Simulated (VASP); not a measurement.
Input:

```xyz
2
Lattice="0.0000 2.7881 2.7881 2.7881 0.0000 2.7881 2.7881 2.7881 0.0000" Properties=species:S:1:pos:R:3 pbc="T T T"
Ba     0.0000     0.0000     0.0000
O      2.7881     2.7881     2.7881
```

All values below come from PBE GGA with D4 dispersion, VASP's PBE PAW potentials (set 64) (plane waves; VASP). Settings: 520 eV cut-off, 9×9×9 Γ-centred mesh, tetrahedra with Blöchl corrections, potentials Ba_sv O.

### Question
What does the run give for the energy per atom (σ→0)?

### Answer

The energy per atom (σ→0) comes out as -6.092 eV/atom.

The absolute energy has meaning only against runs of the same code, potentials and settings.

The compound is BaO in the rock salt structure. It was relaxed first.
